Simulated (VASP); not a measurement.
LiPbF3, 5 atoms in the cell. It takes space group Pm-3m (No. 221, cubic). The conventional cell has a = 3.931 Å, b = 3.931 Å, c = 3.931 Å, α = 90.00°, β = 90.00°, γ = 90.00°. Li (site symmetry m-3m) has 6 F at 1.97 Å as nearest neighbours. Pb (site symmetry m-3m) has 12 F at 2.78 Å as nearest neighbours. Around F (site symmetry 4/mmm) lie 2 Li at 1.97 Å. The cell was built by a generator and needn't be a form met in nature.

```yaml
Program: VASP 6.6.1
Task: single point
Functional: PBE
Potentials_or_basis: VASP PAW PBE potentials, release 64 (Li_sv, Pb_d, F)
Cutoff: 520 eV
k_mesh: 6 × 6 × 6
Occupations: gaussian, width 0.02 eV
Spin: no spin polarisation
Dipole_correction: no
Further_INCAR_settings: ALGO = Fast; EDIFF = 1e-06; NBANDS = 27
```

Potentials or basis: VASP PAW PBE potentials, release 64 (Li_sv, Pb_d, F).

Launch:

```console
$ cat potpaw_PBE.64/Li_sv/POTCAR potpaw_PBE.64/Pb_d/POTCAR potpaw_PBE.64/F/POTCAR > POTCAR
$ mpirun -np 1 vasp_std > vasp.out
```

Hardware: 1 thread of AMD EPYC 9R45 (Zen 5), with other jobs on the host.

Question: Estimate the wall time of this run.

Answer: Wall time 33 s on 1 thread of AMD EPYC 9R45 (Zen 5), on a shared host, peak memory 0.15 GiB. Counts: scf iterations 22, k points 20.
